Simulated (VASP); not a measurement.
Calculation: PBE GGA, VASP's PBE PAW potentials (set 64) (plane waves; VASP 6.6.1).

A VASP calculation is set up with these files.

### POSCAR
```
Mn
1
    0.0000000000     2.6144440000     2.6144440000
    2.6144440000     0.0000000000     2.6144440000
    2.6144440000     2.6144440000     0.0000000000
Mn
2
Direct
  0.7500000000   0.7500000000   0.7500000000
  0.5000000000   0.5000000000   0.5000000000
```

### KPOINTS
```
Regular mesh
0
Gamma
  4 4 4
0 0 0
```

INCAR:
```
SYSTEM = Mn
PREC = Accurate
ENCUT = 300
EDIFF = 1E-6
NELM = 100
ALGO = Normal
LREAL = .FALSE.
LASPH = .TRUE.
ISMEAR = 0
SIGMA = 0.1
GGA = PE
LMAXMIX = 4
LWAVE = .FALSE.
LCHARG = .FALSE.
ISIF = 2
ISPIN = 2
MAGMOM = 4.0 4.0
LORBIT = 11
```

POTCAR, in this order: Mn_pv (PBE.64 set). Program: vasp_std.

What VASP printed:

### OSZICAR
```
       N       E                     dE             d eps       ncg     rms          rms(c)
DAV:   1     0.207673722391E+03    0.20767E+03   -0.12881E+04   704   0.114E+03
DAV:   2    -0.577857470464E+01   -0.21345E+03   -0.20652E+03   687   0.351E+02
DAV:   3    -0.134177958594E+02   -0.76392E+01   -0.75508E+01   727   0.820E+01
DAV:   4    -0.135007693925E+02   -0.82974E-01   -0.82969E-01   717   0.810E+00
DAV:   5    -0.135024711327E+02   -0.17017E-02   -0.17017E-02   707   0.118E+00    0.168E+01
DAV:   6    -0.139061459742E+02   -0.40367E+00   -0.92959E+00   687   0.294E+01    0.671E+00
DAV:   7    -0.145137920891E+02   -0.60765E+00   -0.80830E-01   702   0.903E+00    0.481E+00
DAV:   8    -0.148015341536E+02   -0.28774E+00   -0.14191E-01   692   0.302E+00    0.335E+00
DAV:   9    -0.148540502125E+02   -0.52516E-01   -0.20522E-01   697   0.349E+00    0.135E+00
DAV:  10    -0.148690992355E+02   -0.15049E-01   -0.31443E-02   687   0.172E+00    0.938E-01
DAV:  11    -0.148716603529E+02   -0.25611E-02   -0.77336E-03   687   0.864E-01    0.225E-01
DAV:  12    -0.148722741357E+02   -0.61378E-03   -0.10811E-03   692   0.304E-01    0.905E-02
DAV:  13    -0.148724307066E+02   -0.15657E-03   -0.13413E-04   692   0.125E-01    0.542E-02
DAV:  14    -0.148724336522E+02   -0.29456E-05   -0.17359E-05   702   0.378E-02    0.248E-02
DAV:  15    -0.148724349296E+02   -0.12775E-05   -0.31823E-06   629   0.169E-02    0.651E-03
DAV:  16    -0.148724347247E+02    0.20492E-06   -0.25664E-07   361   0.527E-03
   1 F= -.14872435E+02 E0= -.14866207E+02  d E =-.124547E-01  mag=     0.0001
```

OUTCAR:
```
------------------------ aborting loop because EDIFF is reached ----------------------------------------
  FORCE on cell =-STRESS in cart. coord.  units (eV):
  Direction    XX          YY          ZZ          XY          YZ          ZX
  --------------------------------------------------------------------------------------
  Total       -3.8155741     -3.8155741     -3.8155741      0.0000000      0.0000000      0.0000000
  in kB     -171.0418751   -171.0418751   -171.0418751      0.0000000      0.0000000      0.0000000
  external PRESSURE =    -171.0418751 kB  Pullay stress =       0.0000000 kB
  volume of cell :       35.74
      direct lattice vectors                 reciprocal lattice vectors
     0.000000000  2.614444000  2.614444000    -0.191245251  0.191245251  0.191245251
     2.614444000  0.000000000  2.614444000     0.191245251 -0.191245251  0.191245251
     2.614444000  2.614444000  0.000000000     0.191245251  0.191245251 -0.191245251
 POSITION                                       TOTAL-FORCE (eV/Angst)
 -----------------------------------------------------------------------------------
      3.92167      3.92167      3.92167         0.000000      0.000000      0.000000
      2.61444      2.61444      2.61444        -0.000000     -0.000000     -0.000000
 -----------------------------------------------------------------------------------
    total drift:                               -0.000000      0.000000      0.000000
  FREE ENERGIE OF THE ION-ELECTRON SYSTEM (eV)
  ---------------------------------------------------
  free  energy   TOTEN  =       -14.8724347247 eV

  energy  without entropy=      -14.8599799853  energy(sigma->0) =      -14.86620736

 total charge

# of ion       s       p       d       tot
------------------------------------------
    1        0.436   6.208   5.164  11.808
    2        0.436   6.208   5.164  11.808
--------------------------------------------------
tot          0.873  12.415  10.327  23.615

 magnetization (x)

# of ion       s       p       d       tot
------------------------------------------
    1        0.000  -0.000  -0.000  -0.000
    2        0.000  -0.000  -0.000  -0.000
--------------------------------------------------
tot          0.000  -0.000  -0.000  -0.000
```
(Selected blocks of OUTCAR.)

At this cut-off the stress carries a Pulay error, which pulls relaxed volumes low.  The moments were started parallel, and other spin orders were not tried in this run.

The structure was generated: Mn was put into an ordered model structure, which need not be its known phase. The cell was not relaxed at this level. The k-mesh is coarse (spacing up to 0.52 per Å, 2π included), so the numbers may not be converged in it. The run is one of a series of settings (KPOINTS 4×4×4 Γ-centred mesh against the base run), some of them coarse on purpose.
